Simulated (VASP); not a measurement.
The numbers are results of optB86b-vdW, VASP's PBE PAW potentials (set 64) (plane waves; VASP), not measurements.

The input files of a VASP run:

KPOINTS:
```
Automatic
0
G
 8 8 4
```

### POSCAR
```
GaN
1
    1.6153294536    -2.7978326457     0.0000000000
    1.6153294536     2.7978326457     0.0000000000
    0.0000000000     0.0000000000     5.2620251902
Ga N
2 2
Direct
  0.6666670000   0.3333330000   0.5001207980
  0.3333330000   0.6666670000   0.0001207980
  0.6666670000   0.3333330000   0.8768792020
  0.3333330000   0.6666670000   0.3768792020
```

### INCAR
```
! general
SYSTEM   = GaN
PREC     = Accurate
ENCUT    = 520
LREAL    = .FALSE.
LASPH    = .TRUE.

! electronic loop
EDIFF    = 1E-7
NELM     = 100
ALGO     = Normal
LMAXMIX  = 4

! smearing
ISMEAR   = 0
SIGMA    = 0.05

! functional
GGA      = MK
LUSE_VDW = .TRUE.
AGGAC    = 0.0
PARAM1   = 0.1234
PARAM2   = 1.0

! ions
IBRION   = 2
NSW      = 30
ISIF     = 4
EDIFFG   = -0.01

! output
LWAVE    = .FALSE.
LCHARG   = .FALSE.
```

POTCAR, in this order: Ga_d N (PBE.64 set). Program: vasp_std.

Problem. What does the run give for the energy per atom (σ→0)?

Solution. 
| Property | Result |
|---|---|
| energy per atom (σ→0) | -3.838 eV/atom |

### OSZICAR
```
...
       N       E                     dE             d eps       ncg     rms          rms(c)
DAV:   1    -0.153514748776E+02   -0.19621E-03   -0.52283E-03  1478   0.622E-01    0.779E-02
DAV:   2    -0.153513710633E+02    0.10381E-03   -0.26778E-04  1650   0.265E-01    0.467E-02
DAV:   3    -0.153513090822E+02    0.61981E-04   -0.10225E-04  1850   0.161E-01    0.417E-03
DAV:   4    -0.153513116321E+02   -0.25499E-05   -0.29767E-05  1334   0.584E-02    0.270E-03
DAV:   5    -0.153513115172E+02    0.11488E-06   -0.11307E-06  1876   0.105E-02    0.965E-04
DAV:   6    -0.153513115334E+02   -0.16252E-07   -0.17602E-07  1114   0.452E-03
   2 F= -.15351312E+02 E0= -.15351312E+02  d E =-.328834E-04
```

The compound is GaN in the wurtzite structure. This cell is one point of a volume scan, at 1.03 of the reference volume. Symmetry was kept, so distortions that lower it aren't found.
